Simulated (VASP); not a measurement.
A run of VASP 6.6.1 is set up as follows.

File POSCAR:

```
AlN
1.0
    3.1302455677      0.0000000000      0.0000000000
   -1.5651227838      2.7108721817      0.0000000000
    0.0000000000      0.0000000000      5.0179604231
Al N
2 2
Direct
    0.3333333333      0.6666666667     -0.0007713538
    0.6666666667      0.3333333333      0.4992286462
    0.3333333333      0.6666666667      0.3807713538
    0.6666666667      0.3333333333      0.8807713538
```

Contents of INCAR.step1:

```
PREC     = Accurate       # precision mode
ENCUT    = 520            # plane-wave cutoff, eV
EDIFF    = 1E-5           # SCF threshold, eV
ISMEAR   = 0              # smearing method
SIGMA    = 0.01           # smearing width, eV
LREAL    = False          # projectors in reciprocal space
LASPH    = True           # aspherical terms in the spheres
NELM     = 100            # most SCF steps
ALGO     = Normal         # electronic algorithm
ISIF     = 2              # what is computed and relaxed
LWAVE    = True           # write WAVECAR
LCHARG   = False          # write CHGCAR
GGA      = PE             # functional
NBANDS   = 16             # bands
```

Contents of INCAR.step2:

```
PREC     = Accurate       # precision mode
ENCUT    = 520            # plane-wave cutoff, eV
EDIFF    = 1E-6           # SCF threshold, eV
ISMEAR   = 0              # smearing method
SIGMA    = 0.01           # smearing width, eV
LREAL    = False          # projectors in reciprocal space
LASPH    = True           # aspherical terms in the spheres
NELM     = 100            # most SCF steps
ALGO     = Normal         # electronic algorithm
ISIF     = 2              # what is computed and relaxed
LWAVE    = False          # write WAVECAR
LCHARG   = False          # write CHGCAR
GGA      = PE             # functional
LHFCALC  = True           # exact exchange
HFSCREEN = 0.2079         # screening, 1/A
PRECFOCK = Normal       
ISTART   = 1            
NBANDS   = 16             # bands
```

KPOINTS

```
Automatic mesh
0
Gamma
  6 6 4
```

Potentials or basis: VASP PAW PBE potentials, release 64 (Al, N).

Command:

```bash
$ cat potpaw_PBE.64/Al/POTCAR potpaw_PBE.64/N/POTCAR > POTCAR
$ cp INCAR.step1 INCAR
$ mpirun -np 1 vasp_std > vasp.out
$ cp INCAR.step2 INCAR
$ mpirun -np 1 vasp_std > vasp.out
```

Problem. Predict the pressure.

Solution. -5.4 GPa.

Problem. What does it give for the band gap on the k mesh?

Solution. 5.37 eV, direct.

Forces on the atoms (eV/Å):
```
Al   0.000  0.000  0.002
Al   0.000  0.000  0.002
N    0.000  0.000 -0.002
N    0.000  0.000 -0.002
```

Caveat: the PAW data sets were made with another functional, which shifts forces and pressure a little.
